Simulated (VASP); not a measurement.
Data:

```
BeSe
1.0
    0.00000     2.51988     2.51988
    2.51988     0.00000     2.51988
    2.51988     2.51988     0.00000
Be Se
1 1
Direct
  0.00000   0.00000   0.00000
  0.25000   0.25000   0.25000
```

These are AM05 GGA, VASP's PBE PAW potentials (set 64) (plane waves; VASP 6.6.1) values and carry that method's errors. Settings: 520 eV cut-off, 9×9×9 Γ-centred mesh, Gaussian smearing of 0.050 eV, potentials Be Se.

The job: BeSe (zinc blende), 2 atoms, AM05, static run, 520 eV, 9×9×9 Γ-centred mesh. Roughly how much core time does it take on a busy server core?

About 8 core-seconds (one run on a shared machine, a rough figure). It had 35 irreducible k-points, 8 bands, up to 889 plane waves and 13 electronic steps.

The compound is BeSe in the zinc blende structure. This cell is one point of a volume scan, at 0.94 of the reference volume.
